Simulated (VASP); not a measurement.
Computed with LDA (Ceperley-Alder, Perdew-Zunger), VASP's LDA PAW potentials (set 64) (plane waves; VASP 6.6.1).

A VASP calculation is set up with these files.

KPOINTS:
```
Automatic
0
gamma
4 4 4
```

**POSCAR**
```
KMgF3
8.0046820
  0.5000000000   0.0000000000   0.0000000000
  0.0000000000   0.5000000000   0.0000000000
  0.0000000000   0.0000000000   0.5000000000
K Mg F
1 1 3
Direct
  0.5000000000   0.5000000000   0.5000000000
  0.0000000000   0.0000000000   0.0000000000
  0.0000000000   0.5000000000   0.0000000000
  0.5000000000   0.0000000000   0.0000000000
  0.0000000000   0.0000000000   0.5000000000
```

**INCAR**
```
SYSTEM = KMgF3
PREC = Accurate; ENCUT = 400; LREAL = .FALSE.
LASPH = .TRUE.
EDIFF = 1E-6; NELM = 100; ALGO = Normal
ISMEAR = -1; SIGMA = 0.02
ISIF = 2
LWAVE = .FALSE.; LCHARG = .FALSE.
```

POTCAR, in this order: K_sv Mg F (LDA.64 set). Program: vasp_std.

Output

### OSZICAR
```
       N       E                     dE             d eps       ncg     rms          rms(c)
DAV:   1     0.208635832306E+03    0.20864E+03   -0.15433E+04   424   0.125E+03
DAV:   2    -0.187378266725E+02   -0.22737E+03   -0.22014E+03   524   0.369E+02
DAV:   3    -0.287085666250E+02   -0.99707E+01   -0.99502E+01   560   0.735E+01
DAV:   4    -0.291353001600E+02   -0.42673E+00   -0.42602E+00   624   0.948E+00
DAV:   5    -0.291365823806E+02   -0.12822E-02   -0.12821E-02   504   0.611E-01    0.812E+00
DAV:   6    -0.272185243395E+02    0.19181E+01   -0.78920E+00   440   0.203E+01    0.379E+00
DAV:   7    -0.271501920326E+02    0.68332E-01   -0.22355E-01   528   0.317E+00    0.253E+00
DAV:   8    -0.271090913596E+02    0.41101E-01   -0.59856E-02   472   0.261E+00    0.251E-01
DAV:   9    -0.271084711303E+02    0.62023E-03   -0.93414E-03   592   0.648E-01    0.998E-02
DAV:  10    -0.271085259174E+02   -0.54787E-04   -0.39011E-04   492   0.159E-01    0.331E-02
DAV:  11    -0.271085277250E+02   -0.18076E-05   -0.34404E-05   548   0.499E-02    0.206E-02
DAV:  12    -0.271085249859E+02    0.27390E-05   -0.12320E-05   476   0.292E-02    0.195E-03
DAV:  13    -0.271085250059E+02   -0.19983E-07   -0.27686E-07   312   0.426E-03
   1 F= -.27108525E+02 E0= -.27108525E+02  d E =-.209025E-12
```

File OUTCAR:
```
------------------------ aborting loop because EDIFF is reached ----------------------------------------
  FORCE on cell =-STRESS in cart. coord.  units (eV):
  Direction    XX          YY          ZZ          XY          YZ          ZX
  --------------------------------------------------------------------------------------
  Total       -5.6271988     -5.6271988     -5.6271988      0.0000000      0.0000000      0.0000000
  in kB     -140.6243648   -140.6243648   -140.6243648      0.0000000      0.0000000      0.0000000
  external PRESSURE =    -140.6243648 kB  Pullay stress =       0.0000000 kB
  volume of cell :       64.11
      direct lattice vectors                 reciprocal lattice vectors
     4.002341000  0.000000000  0.000000000     0.249853773  0.000000000  0.000000000
     0.000000000  4.002341000  0.000000000     0.000000000  0.249853773  0.000000000
     0.000000000  0.000000000  4.002341000     0.000000000  0.000000000  0.249853773
 POSITION                                       TOTAL-FORCE (eV/Angst)
 -----------------------------------------------------------------------------------
      2.00117      2.00117      2.00117         0.000000      0.000000      0.000000
      0.00000      0.00000      0.00000         0.000000      0.000000      0.000000
      0.00000      2.00117      0.00000         0.000000      0.000000      0.000000
      2.00117      0.00000      0.00000         0.000000      0.000000      0.000000
      0.00000      0.00000      2.00117         0.000000      0.000000      0.000000
 -----------------------------------------------------------------------------------
    total drift:                                0.000000      0.000000     -0.000000
  FREE ENERGIE OF THE ION-ELECTRON SYSTEM (eV)
  ---------------------------------------------------
  free  energy   TOTEN  =       -27.1085250059 eV

  energy  without entropy=      -27.1085250059  energy(sigma->0) =      -27.10852501
```
(Selected blocks of OUTCAR.)

At this cut-off the stress carries a Pulay error, which pulls relaxed volumes low.

The structure comes from a computed database's KMgF3 entry; how it stands against other phases isn't given here. The cell was not relaxed at this level. The run is one of a series of settings (GGA removed, POTCAR K_sv Mg F (LDA.64 set) against the base run), some of them coarse on purpose.
